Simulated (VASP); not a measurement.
Given:

```
CrO2
1.0
    4.41557     0.00000     0.00000
    0.00000     4.41557     0.00000
    0.00000     0.00000     2.91227
Cr O
2 4
Direct
  0.00000   0.00000   0.00000
  0.50000   0.50000   0.50000
  0.30309   0.30309   0.00000
  0.80309   0.19691   0.50000
  0.19691   0.80309   0.50000
  0.69691   0.69691   0.00000
```
Starting moments (μB, in the order of the record's atoms Cr Cr O O O O): 2.1 2.1 -0.1 -0.1 -0.1 -0.1.

The numbers are results of rev-vdW-DF2, VASP's PBE PAW potentials (set 64) (plane waves; VASP), not measurements. Run with 520 eV cut-off, 8×8×12 Γ-centred mesh, tetrahedra with Blöchl corrections, potentials Cr_pv O.

The cores are frozen, which limits the accuracy of field gradients.

Task: Give the principal components of the electric field gradient (V/Å²) and the asymmetry η at each nucleus.

Result: 
```json
[
 {"atom": "Cr1", "Vxx": "29.6", "Vyy": "14.7", "Vzz": "-44.3", "η": "0.34"},
 {"atom": "Cr2", "Vxx": "29.6", "Vyy": "14.7", "Vzz": "-44.3", "η": "0.34"},
 {"atom": "O3", "Vxx": "-20.6", "Vyy": "-3.3", "Vzz": "24.0", "η": "0.72"},
 {"atom": "O4", "Vxx": "-20.6", "Vyy": "-3.3", "Vzz": "24.0", "η": "0.72"},
 {"atom": "O5", "Vxx": "-20.6", "Vyy": "-3.3", "Vzz": "24.0", "η": "0.72"},
 {"atom": "O6", "Vxx": "-20.6", "Vyy": "-3.3", "Vzz": "24.0", "η": "0.72"}
]
```

The compound is CrO2 in the rutile structure. It was relaxed first.
